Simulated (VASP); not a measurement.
# BeRu3 (I4/mmm) in VASP: equation of state

How stiff is BeRu3 in PBE, and what volume does it want? The cell is scaled to several volumes.

Everything below comes from runs of VASP 6.6.1. Logs are shortened: lines on timing, memory, paths and dates and some standing lists are left out, and cuts for length are marked.

### 1 The structure

Symmetry: I4/mmm, No. 139, tetragonal system. Conventional cell: a = 3.612 Å, b = 3.612 Å, c = 7.907 Å, α = 90.00°, β = 90.00°, γ = 90.00°. Around Ru (site symmetry 4/mmm) lie 4 Be at 2.55 Å and 8 Ru at 2.68 Å. Ru (site symmetry -4m2) has 8 Ru at 2.55 to 2.68 Å and 4 Be at 2.68 Å as nearest neighbours. Be (site symmetry 4/mmm) is surrounded by 12 Ru at 2.55 to 2.68 Å.

The cell comes from a database or a generator and needn't be the stable form of this composition.

### 2 Equation of state, PBE, 12.12 Å³/atom (volume scaled by 0.94)

Input file INCAR:

```
SYSTEM = BeRu3
  PREC = Accurate
  ENCUT = 520
  EDIFF = 1E-7
  ISMEAR = -1
  SIGMA = 0.05
  LREAL = .False.
  LASPH = .True.
  NELM = 60
  ALGO = Normal
  ISIF = 2
  LWAVE = .False.
  LCHARG = .False.
  GGA = PE
  NBANDS = 30
```

Input file KPOINTS:

```
regular mesh
0
Gamma
  10 10 10
  0 0 0
```

Input file POSCAR:

```
BeRu3
1.0
   -1.7688983913      1.7688983913      3.8726908243
    1.7688983913     -1.7688983913      3.8726908243
    1.7688983913      1.7688983913     -3.8726908243
Ru Be
3 1
Direct
    0.5000000000      0.5000000000      0.0000000000
    0.2500000000      0.7500000000      0.5000000000
    0.7500000000      0.2500000000      0.5000000000
    0.0000000000      0.0000000000      0.0000000000
```

Potentials or basis: VASP PAW PBE potentials, release 64 (Ru_pv, Be).

Started as:

```bash
$ cat potpaw_PBE.64/Ru_pv/POTCAR potpaw_PBE.64/Be/POTCAR > POTCAR
$ mpirun -np 1 vasp_std > vasp.out
```

OUTCAR:

```text
SYSTEM = BeRu3
   PREC = Accurate
   ENCUT = 520
   EDIFF = 1E-7
   ISMEAR = -1
   LREAL = .False.
   LASPH = .True.
   NELM = 60
   ISIF = 2
   GGA = PE

 Found    102 irreducible k-points:

 Following reciprocal coordinates:
            Coordinates               Weight
  0.000000  0.000000  0.000000      1.000000
  0.100000  0.000000 -0.000000      8.000000
  0.200000  0.000000 -0.000000      8.000000
  0.300000  0.000000  0.000000      8.000000
  0.400000  0.000000 -0.000000      8.000000
  0.500000 -0.000000  0.000000      4.000000
   k-points           NKPTS =    102   k-points in BZ     NKDIM =    102   number of bands    NBANDS=     30
   number of dos      NEDOS =    301   number of ions     NIONS =      4
   total plane-waves  NPLWV =  46656
   dimension x,y,z NGX =    36 NGY =   36 NGZ =   36
   dimension x,y,z NGXF=    72 NGYF=   72 NGZF=   72
   ions per type =               3   1
   NGX,Y,Z   is equivalent  to a cutoff of  12.98, 12.98, 12.98 a.u.
   NGXF,Y,Z  is equivalent  to a cutoff of  25.96, 25.96, 25.96 a.u.
 SYSTEM =  BeRu3
   PREC   = accura    normal or accurate (medium, high low for compatibility)
   ISTART =      0    job   : 0-new  1-cont  2-samecut
   ICHARG =      2    charge: 1-file 2-atom 10-const
   ISPIN  =      1    spin polarized calculation?
   LNONCOLLINEAR =      F non collinear calculations
   LSORBIT =      F    spin-orbit coupling
   LASPH  =      T    aspherical Exc in radial PAW
   ENCUT  =  520.0 eV  38.22 Ry    6.18 a.u.   8.57  8.57  8.57*2*pi/ulx,y,z
   NELM   =     60;   NELMIN=  2; NELMDL= -5     # of ELM steps
   EDIFF  = 0.1E-06   stopping-criterion for ELM
   LREAL  =      F    real-space projection
   EDIFFG = 0.1E-05   stopping-criterion for IOM
   NSW    =      0    number of steps for IOM
   IBRION =     -1    ionic relax: 0-MD 1-quasi-New 2-CG
   NFREE  =      0    steps in history (QN), initial steepest desc. (CG)
   ISIF   =      2    stress and relaxation
   ISYM   =      2    0-nonsym 1-usesym 2-fastsym
   POTIM  = 0.5000    time-step for ionic-motion
   TEBEG  =    0.0;   TEEND  =   0.0 temperature during run
   PSTRESS=    0.0 pullay stress
   NELECT =      44.0000    total number of electrons
   NUPDOWN=      -1.0000    fix difference up-down
   EMIN   =  10.00;   EMAX   =-10.00  energy-range for DOS
   EFERMI =   0.00;   METHOD = LEGACY
   ISMEAR =    -1;   SIGMA  =   0.05  broadening in eV -4-tet -1-fermi 0-gaus
   EFERMI_NEDOS =   21; number of points for ismear=-14 and -15
   IALGO  =     38    algorithm
   IMIX   =      4    mixing-type and parameters
     AMIX     =   0.40;   BMIX     =  1.00
     AMIX_MAG =   1.60;   BMIX_MAG =  1.00
  volume/ion in A,a.u.               =      12.12        81.77
  Fermi-wavevector in a.u.,A,eV,Ry     =   1.585135  2.995470 34.186709  2.512652
  Thomas-Fermi vector in A             =   2.684646
   LORBIT       =      0    0 simple, 1 ext, 2 COOP (PROOUT), +10 PAW based schemes
   GGA     = PE    functional components
   LHFCALC =     F    Hartree Fock is set to
   AEXX    =    0.0000 exact exchange contribution
   IVDW    =     0    specifies the selected vdW correction
   LEPSILON=     F    determine dielectric tensor
   LRPA    =     F    only Hartree local field effects (RPA)
 non-spin polarized calculation
  energy-cutoff  :      520.00
  volume of cell :       48.47
 maximum number of plane-waves:      1343
 NGX is ok and might be reduce to    36
   NGX = 17   NGY = 17   NGZ = 17

 number of electron      43.9999996 magnetization

 Free energy of the ion-electron system (eV)
  ---------------------------------------------------
  ext. energy  EPLUGINS =         0.00000000
  ---------------------------------------------------
  free energy    TOTEN  =       -30.95500903 eV

  energy without entropy =      -30.92664902  energy(sigma->0) =      -30.94082903

 E-fermi :  11.8953     XC(G=0): -13.5200

 val. band max:       11.8943891133   @ k =   0.3000   0.1000   0.1000
 cond. band min:      11.8987356332   @ k =  -0.3000   0.3000   0.0000
 fundamental gap:      0.0043465198
 Fermi energy:        11.8953238911

 k-point     1 :       0.0000    0.0000    0.0000
  band No.  band energies     occupation
      1     -31.4872      2.00000
      2     -31.4872      2.00000
      3     -31.4795      2.00000
      4     -30.8299      2.00000
      5     -30.8097      2.00000
      6     -30.8097      2.00000
[... 22 lines left out ...]
     29      20.7738      0.00000
     30      22.1830      0.00000

 k-point     2 :       0.1000    0.0000   -0.0000
  band No.  band energies     occupation
      1     -31.5189      2.00000
      2     -31.4673      2.00000
      3     -31.4143      2.00000
      4     -30.8967      2.00000
      5     -30.8144      2.00000
      6     -30.7502      2.00000
[... 22 lines left out ...]
     29      20.8393      0.00000
     30      21.2493      0.00000

 k-point     3 :       0.2000    0.0000   -0.0000
  band No.  band energies     occupation
      1     -31.5117      2.00000
      2     -31.4097      2.00000
      3     -31.3285      2.00000
      4     -30.9610      2.00000
      5     -30.8324      2.00000
      6     -30.7156      2.00000
[... 22 lines left out ...]
     29      19.1160      0.00000
     30      21.7319      0.00000

 k-point     4 :       0.3000    0.0000    0.0000
  band No.  band energies     occupation
      1     -31.4619      2.00000
      2     -31.3201      2.00000
      3     -31.2506      2.00000
      4     -30.9919      2.00000
      5     -30.8760      2.00000
      6     -30.7910      2.00000
[... 22 lines left out ...]
     29      19.2954      0.00000
     30      21.8560      0.00000

 k-point     5 :       0.4000    0.0000   -0.0000
  band No.  band energies     occupation
      1     -31.3885      2.00000
      2     -31.2100      2.00000
      3     -31.1953      2.00000
      4     -30.9833      2.00000
      5     -30.9553      2.00000
      6     -30.9334      2.00000
[... 22 lines left out ...]
     29      20.0837      0.00000
     30      21.7775      0.00000

 k-point     6 :       0.5000   -0.0000    0.0000
  band No.  band energies     occupation
      1     -31.3499      2.00000
      2     -31.1407      2.00000
      3     -31.1243      2.00000
      4     -31.0574      2.00000
      5     -31.0315      2.00000
      6     -30.9495      2.00000
[... 22 lines left out ...]
     29      20.5113      0.00000
     30      21.7335      0.00000

 [... further k-points ...]
[... 5 lines left out ...]
  --------------------------------------------------------------------------------------
  -------------------------------------------------------------------------------------
  Total        4.6305661      4.6305661      4.7574824      0.0000000      0.0000000      0.0000000
  in kB      153.0615396    153.0615396    157.2567087      0.0000000      0.0000000      0.0000000
  external PRESSURE =     154.4599293 kB  Pullay stress =       0.0000000 kB

 VOLUME and BASIS-vectors are now :
 -----------------------------------------------------------------------------
  energy-cutoff  :      520.00
  volume of cell :       48.47
      direct lattice vectors                 reciprocal lattice vectors
    -1.768898391  1.768898391  3.872690824     0.000000000  0.282661798  0.129109196
     1.768898391 -1.768898391  3.872690824     0.282661798  0.000000000  0.129109196
     1.768898391  1.768898391 -3.872690824     0.282661798  0.282661798  0.000000000

 POSITION                                       TOTAL-FORCE (eV/Angst)
 -----------------------------------------------------------------------------------
      0.00000      0.00000      3.87269        -0.000000      0.000000      0.000000
      1.76890      0.00000      1.93635         0.000000     -0.000000     -0.000000
      0.00000      1.76890      1.93635         0.000000      0.000000     -0.000000
      0.00000      0.00000      0.00000        -0.000000      0.000000      0.000000
 -----------------------------------------------------------------------------------
    total drift:                               -0.000000      0.000000     -0.000000

  FREE ENERGIE OF THE ION-ELECTRON SYSTEM (eV)
  ---------------------------------------------------
  free  energy   TOTEN  =       -30.9550090293 eV

  energy  without entropy=      -30.9266490238  energy(sigma->0) =      -30.94082903
```

It took 2.6 min on 1 thread of Intel Xeon Platinum 8488C (Sapphire Rapids), shared host; peak memory 0.27 GiB.

Results:

```
Free energy            : -30.9550 eV
Pressure               : 15.4 GPa
Band gap on the k mesh : none (metal or under the smearing width)
```

### 3 Equation of state, PBE, 12.38 Å³/atom (volume scaled by 0.96)

Input file INCAR:

```
PREC = Accurate
ENCUT = 520
EDIFF = 1E-7
ISMEAR = -1
SIGMA = 0.05
LREAL = False
LASPH = True
NELM = 80
ALGO = Normal
ISIF = 2
LWAVE = False
LCHARG = False
GGA = PE
NBANDS = 30
```

Input file KPOINTS:

```
Automatic mesh
0
Gamma
  10 10 10
```

Input file POSCAR:

```
BeRu3
1.0
   -1.7813558326      1.7813558326      3.8999641934
    1.7813558326     -1.7813558326      3.8999641934
    1.7813558326      1.7813558326     -3.8999641934
Ru Be
3 1
Direct
    0.5000000000      0.5000000000      0.0000000000
    0.2500000000      0.7500000000      0.5000000000
    0.7500000000      0.2500000000      0.5000000000
    0.0000000000      0.0000000000      0.0000000000
```

Potentials or basis: VASP PAW PBE potentials, release 64 (Ru_pv, Be).

Started as:

```bash
$ cat potpaw_PBE.64/Ru_pv/POTCAR potpaw_PBE.64/Be/POTCAR > POTCAR
$ mpirun -np 1 vasp_std > vasp.out
```

Run time: 2.5 min. Hardware: 1 thread of Intel Xeon Platinum 8488C (Sapphire Rapids), shared host; peak memory 0.27 GiB.

Results (log left out):

```yaml
Free_energy: -31.0336 eV
Pressure: 8.9 GPa
Band_gap_on_the_k_mesh: none (metal or under the smearing width)
```

### 4 Equation of state, PBE, 12.63 Å³/atom (volume scaled by 0.98)

Input file INCAR:

```
ALGO = Normal
EDIFF = 1E-7
ENCUT = 520
GGA = PE
ISIF = 2
ISMEAR = -1
LASPH = True
LCHARG = False
LREAL = False
LWAVE = False
NBANDS = 30
NELM = 80
PREC = Accurate
SIGMA = 0.05
```

Input file KPOINTS:

```
k-points
0
Gamma
  10 10 10
```

Input file POSCAR:

```
BeRu3
1.0
   -1.7936414335      1.7936414335      3.9268613482
    1.7936414335     -1.7936414335      3.9268613482
    1.7936414335      1.7936414335     -3.9268613482
Ru Be
3 1
Direct
    0.5000000000      0.5000000000      0.0000000000
    0.2500000000      0.7500000000      0.5000000000
    0.7500000000      0.2500000000      0.5000000000
    0.0000000000      0.0000000000      0.0000000000
```

Started as:

```bash
$ cat potpaw_PBE.64/Ru_pv/POTCAR potpaw_PBE.64/Be/POTCAR > POTCAR
$ mpirun -np 1 vasp_std > vasp.out
```

Run time: 2.6 min. Hardware: 1 thread of Intel Xeon Platinum 8488C (Sapphire Rapids), shared host; peak memory 0.27 GiB.

Results (log left out):

```yaml
Free_energy: -31.0722 eV
Pressure: 3.0 GPa
Band_gap_on_the_k_mesh: none (metal or under the smearing width)
```

### 5 Equation of state, PBE, 13.15 Å³/atom (volume scaled by 1.02)

Input file INCAR:

```
SYSTEM = BeRu3
ALGO = Normal ; EDIFF = 1E-7
ENCUT = 520 ; GGA = PE
ISIF = 2 ; ISMEAR = -1
LASPH = .True. ; LCHARG = .False.
LREAL = .False. ; LWAVE = .False.
NBANDS = 30 ; NELM = 60
PREC = Accurate ; SIGMA = 0.05
```

Input file KPOINTS:

```
k-points
0
Gamma
  10 10 10
  0 0 0
```

Input file POSCAR:

```
BeRu3
1.0
   -1.8177200306      1.8177200306      3.9795771869
    1.8177200306     -1.8177200306      3.9795771869
    1.8177200306      1.8177200306     -3.9795771869
Ru Be
3 1
Direct
    0.5000000000      0.5000000000      0.0000000000
    0.2500000000      0.7500000000      0.5000000000
    0.7500000000      0.2500000000      0.5000000000
    0.0000000000      0.0000000000      0.0000000000
```

Started as:

```bash
$ cat potpaw_PBE.64/Ru_pv/POTCAR potpaw_PBE.64/Be/POTCAR > POTCAR
$ mpirun -np 1 vasp_std > vasp.out
```

It took 2.7 min on 1 thread of Intel Xeon Platinum 8488C (Sapphire Rapids), shared host; peak memory 0.28 GiB.

Results (log left out):

```
Free energy            : -31.0467 eV
Pressure               : -6.8 GPa
Band gap on the k mesh : none (metal or under the smearing width)
```

### 6 Equation of state, PBE, 13.41 Å³/atom (volume scaled by 1.04)

Input file INCAR:

```
SYSTEM = BeRu3
  ALGO = Normal
  EDIFF = 1E-7
  ENCUT = 520
  GGA = PE
  ISIF = 2
  ISMEAR = -1
  LASPH = .TRUE.
  LCHARG = .FALSE.
  LREAL = .FALSE.
  LWAVE = .FALSE.
  NBANDS = 30
  NELM = 80
  PREC = Accurate
  SIGMA = 0.05
```

Input file KPOINTS:

```
k-points
0
G
  10 10 10
  0 0 0
```

Input file POSCAR:

```
BeRu3
1.0
   -1.8295237382      1.8295237382      4.0054193213
    1.8295237382     -1.8295237382      4.0054193213
    1.8295237382      1.8295237382     -4.0054193213
Ru Be
3 1
Direct
    0.5000000000      0.5000000000      0.0000000000
    0.2500000000      0.7500000000      0.5000000000
    0.7500000000      0.2500000000      0.5000000000
    0.0000000000      0.0000000000      0.0000000000
```

Potentials or basis: VASP PAW PBE potentials, release 64 (Ru_pv, Be).

Started as:

```bash
$ cat potpaw_PBE.64/Ru_pv/POTCAR potpaw_PBE.64/Be/POTCAR > POTCAR
$ mpirun -np 1 vasp_std > vasp.out
```

It took 2.5 min on 1 thread of Intel Xeon Platinum 8488C (Sapphire Rapids), shared host; peak memory 0.28 GiB.

The run converged. Its results:

* Free energy: -30.9897 eV
* Pressure: -11.0 GPa
* Band gap on the k mesh: none (metal or under the smearing width)

### 7 Equation of state, PBE, 13.66 Å³/atom (volume scaled by 1.06)

Input file INCAR:

```
ALGO = Normal ; EDIFF = 1E-7
ENCUT = 520 ; GGA = PE
ISIF = 2 ; ISMEAR = -1
LASPH = True ; LCHARG = False
LREAL = False ; LWAVE = False
NBANDS = 30 ; NELM = 80
PREC = Accurate ; SIGMA = 0.05
```

Input file KPOINTS:

```
k-points
0
Gamma
  10 10 10
```

Input file POSCAR:

```
BeRu3
1.0
   -1.8411770698      1.8411770698      4.0309322341
    1.8411770698     -1.8411770698      4.0309322341
    1.8411770698      1.8411770698     -4.0309322341
Ru Be
3 1
Direct
    0.5000000000      0.5000000000      0.0000000000
    0.2500000000      0.7500000000      0.5000000000
    0.7500000000      0.2500000000      0.5000000000
    0.0000000000      0.0000000000      0.0000000000
```

Started as:

```bash
$ cat potpaw_PBE.64/Ru_pv/POTCAR potpaw_PBE.64/Be/POTCAR > POTCAR
$ mpirun -np 1 vasp_std > vasp.out
```

Run time: 2.7 min. Hardware: 1 thread of Intel Xeon Platinum 8488C (Sapphire Rapids), shared host; peak memory 0.29 GiB.

The run converged. Its results:

| Property | Result |
| --- | --- |
| Free energy | -30.9074 eV |
| Pressure | -14.7 GPa |
| Band gap on the k mesh | none (metal or under the smearing width) |

### 8 Equation of state, PBE

Potentials or basis: VASP PAW PBE potentials, release 64 (Ru_pv, Be).

No new run: the results of the series are fitted here.

Results:

```
Equilibrium volume                        : 12.78 Å³/atom
Bulk modulus at fixed shape and positions : 256 GPa
Pressure derivative of the bulk modulus   : 4.7
```

Energy against volume, from the lowest point:
```tsv
volume (Å³/atom)	energy (meV/atom)
12.118	30.08
12.375	10.44
12.633	0.78
12.891	0.00
13.149	7.17
13.407	21.42
13.665	41.98
```

Caveat: the cell was scaled at fixed shape and fractional positions, which overstates the stiffness of a crystal with free parameters, most of all of layers and chains.
